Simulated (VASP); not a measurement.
```
CELL_PARAMETERS angstrom
      2.00829    -3.47847     0.00000
      2.00829     3.47847     0.00000
      0.00000     0.00000     6.23783
ATOMIC_POSITIONS crystal
  La 0.33333 0.66667 0.24554
  La 0.66667 0.33333 0.75446
  O  0.00000 0.00000 0.00000
  O  0.33333 0.66667 0.64627
  O  0.66667 0.33333 0.35373
```

The numbers are results of optB88-vdW, VASP's PBE PAW potentials (set 64) (plane waves; VASP), not measurements. Run with 520 eV cut-off, 7×7×4 Γ-centred mesh, Gaussian smearing of 0.050 eV, potentials La O.

Problem. The ions and cell shape at fixed volume are relaxed. Predict the relaxed structure.

Solution. 
```
CELL_PARAMETERS angstrom
      1.99186    -3.45001     0.00000
      1.99186     3.45001     0.00000
      0.00000     0.00000     6.34117
ATOMIC_POSITIONS crystal
  La 0.33333 0.66667 0.24954
  La 0.66667 0.33333 0.75046
  O  0.00000 0.00000 0.00000
  O  0.33333 0.66667 0.64442
  O  0.66667 0.33333 0.35558
```
Space group P-3m1 (164), at a tolerance of 0.03 Å.

Problem. How much energy does the relaxation gain?

Solution. The energy (σ→0) changes by -3.6 meV/atom, in 9 ionic steps.

The compound is La2O3 in the a-type structure. This cell is one point of a volume scan, at 1.06 of the reference volume. Symmetry was kept, so distortions that lower it aren't found.
